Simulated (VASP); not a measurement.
**NaCaF$_{3}$ (cubic perovskite): one PBE single-point calculation in two programs**

```
CELL_PARAMETERS angstrom
4.38057 0.00000 0.00000
0.00000 4.38057 0.00000
0.00000 0.00000 4.38057
ATOMIC_POSITIONS crystal
Na 0.00000 0.00000 0.00000
Ca 0.50000 0.50000 0.50000
F 0.50000 0.50000 0.00000
F 0.50000 0.00000 0.50000
F 0.00000 0.50000 0.50000
```

The two codes use different PAW datasets and cutoffs. VASP's cell holds 38 valence electrons and Ansatz's 40. Ansatz's stress includes a Pulay correction; VASP's doesn't.

Cutoffs: 520 eV in VASP, 420 eV in Ansatz. k meshes: 6×6×6 and 6×6×6.

|  | VASP | Ansatz |
| --- | --- | --- |
| gap between bands v and c | 5.09 eV | 5.10 eV |
| least direct gap | 5.23 eV | 5.25 eV |
| pressure | 2.0 GPa | 1.8 GPa |

Band v is the last that the valence electrons fill when counted band by band, and c is the next. Levels in eV from the top of v, Ansatz:

```csv
point,v−1,v,c,c+1
Γ,-0.15,-0.15,5.10,9.48
X,-0.20,-0.20,7.19,8.08
M,-0.39,-0.01,8.20,9.56
R,0.00,0.00,8.47,10.01
```

VASP:

```
point    v−1      v     c    c+1
    Γ  -0.15  -0.15  5.09   9.47
    X  -0.20  -0.20  7.18   8.06
    M  -0.39  -0.01  8.20   9.54
    R   0.00   0.00  8.46  10.01
```
